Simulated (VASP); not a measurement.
Level of theory: PBE GGA, VASP's PBE PAW potentials (set 64) (plane waves; VASP 6.6.1).

The input files of a VASP run:

INCAR:
```
NSW = 120
NELECT = 382.0
NELMIN = 4
PREC = Normal
ISMEAR = 0   ! Gaussian
SYSTEM = BaSr11Ti12O36
GGA = PE   ! PBE
LMAXMIX = 4   ! l cut-off of mixed one-centre charges
NELM = 100   ! most electronic steps
LCHARG = .FALSE.
IBRION = 2   ! conjugate gradients
ENCUT = 400   ! plane-wave cut-off (eV)
SIGMA = 0.05   ! width (eV)
LREAL = Auto   ! projection in real space or not
EDIFFG = -0.03   ! ionic stop
ISIF = 2
ALGO = Fast
EDIFF = 1E-5
ISYM = 0
LASPH = .TRUE.   ! aspherical one-centre terms
LWAVE = .FALSE.
```

**KPOINTS**
```
Automatic mesh
0
Gamma
1 1 1
0 0 0
```

### POSCAR
```
BaSr11Ti12O36
1.0
  7.8921562860   0.0000000000   0.0000000000
  0.0000000000   7.8921562860   0.0000000000
  0.0000000000   0.0000000000  11.8382344290
Sr Ti O Ba
11 12 36 1
Cart
  0.0656597468   0.0389419298  11.7496137162
  0.0501256148   7.8546628850   3.8562164396
  0.0710068169   0.0096179325   7.8265957156
  0.0654820865   3.9863822061  11.7548105165
  0.0509339713   3.9071019692   3.8532285035
  0.0739366489   3.9500099119   7.8166459826
  4.0128934065   0.0395738879  11.7529942034
  4.0136446490   7.8561414102   3.8526834688
  4.0204154048   0.0072900692   7.8165130499
  4.0129591110   3.9866866420  11.7481105635
  4.0261324742   3.9505390920   7.8187550753
  2.0496834316   2.0176017279   1.8318497534
  2.0504943783   1.8926128035   5.8009011548
  2.0712469129   2.0098040099   9.7367836428
  2.0484702146   5.9824900709   1.8302299147
  2.0479644316   5.8684840567   5.7963628102
  2.0694029840   5.9548566430   9.7332190498
  6.0117201199   2.0220748655   1.8296370572
  6.0193818868   1.8996661144   5.7973175886
  6.0154737905   2.0098680295   9.7331147372
  6.0153938042   5.9826955527   1.8286362173
  6.0207075418   5.8679034473   5.7982385843
  6.0151567586   5.9551370560   9.7311967988
  1.8514672875   7.8500790685   2.0549014148
  7.8571254705   1.8456551516   2.0508033743
  1.9438350611   1.9517685360   0.0270181538
  1.8756409393   0.0327316512   6.0413806861
  7.8670044693   2.0789373788   6.0255651707
  1.9167973481   1.9391603656   3.9893549560
  1.8446960983   7.8875712826   9.9350646712
  7.8559711701   1.9626506183   9.9830562698
  1.9404369772   1.9856235717   7.9294656104
  1.8416683775   3.8973349704   2.0342114472
  7.8555563954   5.8168055386   2.0609661245
  1.9289915535   5.9107226143   0.0259674715
  1.8743160838   3.9834862338   6.0268819671
  7.8648445716   6.0454113405   6.0289849134
  1.9081094857   5.9344655304   3.9866952338
  1.8473739472   3.9420660943   9.9437947215
  7.8519315454   5.9001030078   9.9683518378
  1.9493873288   5.9213948766   7.9282976679
  5.8232797286   7.8505848113   2.0528114455
  3.9080043410   1.8254951379   2.0415205956
  5.8881888879   1.9465717562   0.0270446786
  5.8381245383   0.0390654302   6.0393761687
  3.9128915493   2.0550469891   6.0377975828
  5.9232807326   1.9315637272   3.9886450763
  5.7852993073   7.8881786384   9.9236575414
  3.9055965435   1.9652262527   9.9780793411
  5.8999872614   1.9862470110   7.9301581708
  5.8545265400   3.9063745933   2.0234834189
  3.9092292723   5.8544158762   2.0295926523
  5.8941752644   5.9158539799   0.0222716682
  5.8566697639   3.9862410793   6.0298814892
  3.9106862054   6.0515043188   6.0073254500
  5.9187552826   5.9509225743   3.9900220334
  5.7842352236   3.9423931634   9.9332200138
  3.9038237655   5.8989911805   9.9837963536
  5.8789467191   5.9239345843   7.9265827221
  3.9697527651   3.9219713046   3.9101994219
```

POTCAR, in this order: Sr_sv Ti O Ba_sv (PBE.64 set). Program: vasp_gam.

Question: What will the output report for the number of irreducible k-points (NKPTS), largest plane-wave count, FFT grid (NGX, NGY, NGZ)?

Answer: 
- number of irreducible k-points (NKPTS) = 1
- largest plane-wave count = 6706
- FFT grid (NGX, NGY, NGZ) = 40 × 40 × 60

The cell is a supercell with a defect, built from SrTiO3 (cubic perovskite, the ideal cubic form; the compound distorts at low or room temperature): Ba_Sr, charge +2. The run is not spin-polarised, so no state with unpaired spins was tried.
